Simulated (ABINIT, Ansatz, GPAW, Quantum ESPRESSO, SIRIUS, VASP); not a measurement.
**GaGe: programs and potentials compared**

```
Ge Ga
1.0
     0.00000    2.89784    2.89784
     2.89784    0.00000    2.89784
     2.89784    2.89784    0.00000
Ge Ga
1 1
Direct
  0.00000 0.00000 0.00000
  0.25000 0.25000 0.25000
```

The cell comes from a database or a generator and needn't be the stable form of this composition.

Alike in all runs: task single point; functional PBEsol; k mesh 8 × 8 × 8; occupations fermi-dirac, width 0.05 eV; no spin polarisation; no spin-orbit coupling. Pressure is positive in compression and, in plane waves, holds the error of the finite cutoff.

```json
{"program and potentials": "Ansatz, all-electron LAPW, scalar-relativistic", "plane-wave cutoff (eV)": "-", "notes": "-", "band gap (eV)": "no gap", "pressure (GPa)": "-2.38"}
{"program and potentials": "Quantum ESPRESSO, GBRV 1.5 PBEsol", "plane-wave cutoff (eV)": "762", "notes": "16.5 valence electrons an atom on average", "band gap (eV)": "no gap", "pressure (GPa)": "-2.41"}
{"program and potentials": "SIRIUS, PseudoDojo 0.4.1 PBEsol standard (scalar relativistic)", "plane-wave cutoff (eV)": "1102", "notes": "13.5 valence electrons an atom on average", "band gap (eV)": "no gap", "pressure (GPa)": "-2.33"}
{"program and potentials": "VASP, PBE PAW files Ga_d, Ge_d, 520 eV", "plane-wave cutoff (eV)": "520", "notes": "potentials made for PBE; 13.5 valence electrons an atom on average", "band gap (eV)": "no gap", "pressure (GPa)": "-2.41"}
{"program and potentials": "GPAW, PAW data sets generated for this functional", "plane-wave cutoff (eV)": "600", "notes": "3.5 valence electrons an atom on average", "band gap (eV)": "no gap", "pressure (GPa)": "-1.77"}
{"program and potentials": "ABINIT, PseudoDojo NC SR PBEsol v0.4.1 standard", "plane-wave cutoff (eV)": "1088", "notes": "13.5 valence electrons an atom on average", "band gap (eV)": "no gap", "pressure (GPa)": "-2.35"}
```

None finds a gap. The pressure spans -2.41 (VASP, PBE PAW files Ga_d, Ge_d, 520 eV) to -1.77 GPa (GPAW, PAW data sets generated for this functional), with all-electron results at -2.38.

The functional is the same throughout but for its coding, so the spread measures potentials, basis and numerics; runs on potential files found faulty are left out.
